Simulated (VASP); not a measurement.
Consider the following.

```
PbZrO3
1.0
    4.14416     0.00000     0.00000
    0.00000     4.14416     0.00000
    0.00000     0.00000     4.14416
Zr Pb O
1 1 3
Direct
  0.00000   0.00000   0.00000
  0.50000   0.50000   0.50000
  0.50000   0.00000   0.00000
  0.00000   0.50000   0.00000
  0.00000   0.00000   0.50000
```

Level of theory: PBEsol GGA with spin-orbit coupling, VASP's PBE PAW potentials (set 64) (plane waves; VASP). Numerical set-up: 520 eV cut-off, 5×5×5 Γ-centred mesh, Gaussian smearing of 0.050 eV, potentials Zr_sv Pb_d O.

Task: Give the energies of bands 33 to 46 at the high-symmetry points, in eV from the valence-band maximum.

Result: 
```
band      Γ      X      M      R
----  -----  -----  -----  -----
33    -1.04  -1.59  -2.36  -3.92
34    -1.04  -1.59  -2.36  -3.92
35    -1.04  -1.51  -2.10  -3.92
36    -1.04  -1.51  -2.10  -3.92
37    -1.02  -1.27  -2.09  -3.54
38    -1.02  -1.27  -2.09  -3.54
39    -0.51  -0.49  -1.58  -0.04
40    -0.51  -0.49  -1.58  -0.04
41    -0.34  -0.39  -0.77  -0.02
42    -0.34  -0.39  -0.77  -0.02
43    -0.34  -0.02   0.00  -0.02
44    -0.34  -0.02   0.00  -0.02
45     3.65   2.08   3.29   4.50
46     3.65   2.08   3.29   4.50
```

The gap is indirect, 2.08 eV, from the valence maximum at M to the conduction minimum at X.

The structure comes from a computed database's ZrPbO3 entry (Pm-3m); how it stands against other phases isn't given here. It was relaxed first.
